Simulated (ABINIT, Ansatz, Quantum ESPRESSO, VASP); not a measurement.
One structure in several programs: NaH₂Pd₃ (Cmmm, 6 atoms in the cell)

Self-consistent single point.

```yaml
crystal:
  lattice:
    - [2.82657, -4.31030, 0.00000]
    - [2.82657, 4.31030, 0.00000]
    - [0.00000, 0.00000, 2.81356]
  atoms:
    - { symbol: Na, position: [0.50000, 0.50000, 0.00000] }
    - { symbol: H, position: [0.21563, 0.78437, 0.00000] }
    - { symbol: H, position: [0.78437, 0.21563, 0.00000] }
    - { symbol: Pd, position: [0.00000, 0.00000, 0.00000] }
    - { symbol: Pd, position: [0.50000, 0.00000, 0.50000] }
    - { symbol: Pd, position: [0.00000, 0.50000, 0.50000] }
```

All programs got the same cell, k-point mesh and kind of occupations (in Ansatz's words: kpoints.mp_grid.grid = 5 5 8; scf.occupations.method = fermi_dirac; scf.occupations.width = 0.1 eV); potentials, basis and cutoffs are each program's usual ones.

```tsv
code	model	pressure (GPa)	largest force (eV/Å)	cutoff
ABINIT	PBEsol, PAW (JTH v2.0 PBE PAW, files made for PBE)	-3.13	0.023	30 Ha
VASP	PBEsol, VASP's PBE PAW potentials (set 64)	-3.57	0.012	300 eV
Ansatz	PBEsol, PAW files made with PBE	-3.06	0.018	420 eV
Quantum ESPRESSO	PBEsol, GBRV 1.5 ultrasoft (PBESOL) pseudopotentials	-2.53	0.009	40 Ry
```

The spread over the programs that give each value: pressure within 1.04 GPa; largest force within 0.014 eV/Å.

The starting cell comes from a database of computed structures (which also holds hypothetical and non-ambient phases and stackings), without a prior relaxation at this level. On Ansatz's run: Spin polarisation is off.

Why do the programs differ, and what cannot be compared?

Differences of this kind can come from the potentials, where these differ, and from what each basis and cutoff leave unconverged. The valence holds different numbers of electrons (ABINIT 65, VASP 39, Ansatz (a quantum-chemistry and plane-wave program) 65, Quantum ESPRESSO 59). The zero of total energies and Fermi levels follows the potentials and each program's conventions, so they are not compared here. Ansatz's pressure is given at a fixed set of plane waves, as the other plane-wave codes print theirs; with its correction for the finite basis it is -2.99 GPa.

VASP's run is marked for a possible Pulay error in its stress at this cutoff; no cutoff test was made.

Left out of this page: GPAW, CP2K, FLEUR and SIESTA (not drawn, or without a comparable value).

Keys are those of Ansatz 0.2.
